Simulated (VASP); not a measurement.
**NbTlTe2: single point with PBE**

NbTlTe2:

```
Nb Tl Te
1.0
     3.49089    0.00000    0.00000
     0.00000    3.49089    0.00000
     0.00000    0.00000    8.60129
Nb Tl Te
1 1 2
Cartesian
  1.7454 1.7454 0.0000
  1.7454 1.7454 4.3006
  0.0000 0.0000 6.9616
  0.0000 0.0000 1.6397
```

The cell was built by a generator and needn't be a form met in nature.

```json
{"Program": "VASP 6.6.1", "Task": "single point", "Functional": "PBE", "Potentials or basis": "VASP PAW PBE potentials, release 64 (Nb_sv, Tl_d, Te)", "Cutoff": "520 eV", "k mesh": "8 × 8 × 3", "Occupations": "fermi-dirac, width 0.05 eV", "Spin": "no spin polarisation", "Further INCAR settings": "ALGO = Normal; EDIFF = 1e-07; NBANDS = 27"}
```

```
Pressure               : -0.1 GPa
Largest force          : 0.015 eV/Å
Band gap on the k mesh : none (metal or under the smearing width)
```

Forces in eV/Å, atoms in the order of the input:
```
Nb   0.000  0.000  0.000
Tl   0.000  0.000  0.000
Te   0.000  0.000 -0.015
Te   0.000  0.000  0.015
```

Stress tensor (GPa, compression positive):
```
-0.14  0.00  0.00
 0.00 -0.14  0.00
 0.00  0.00  0.04
```

Levels at points of the mesh, in eV from the Fermi level:
| k point | band 16 | band 17 | band 18 | band 19 | band 20 | band 21 | band 22 | band 23 |
| --- | --- | --- | --- | --- | --- | --- | --- | --- |
| (0.00, 0.00, 0.00) | -1.57 | -1.57 | -0.45 | -0.45 | 0.46 | 0.97 | 3.61 | 3.61 |
| (0.50, 0.00, 0.00) | -2.03 | -1.94 | -1.08 | 0.12 | 0.43 | 1.18 | 2.16 | 2.38 |
| (0.50, 0.50, 0.00) | -4.06 | -3.91 | -0.18 | 0.11 | 0.11 | 0.16 | 1.25 | 2.22 |

Run time: 37 s on 1 thread of Intel(R) Xeon(R) 6975P-C (Granite Rapids), with other jobs on the host, peak memory 0.27 GiB.

The run has no spin-orbit coupling, so splittings on Te, Tl are missing.
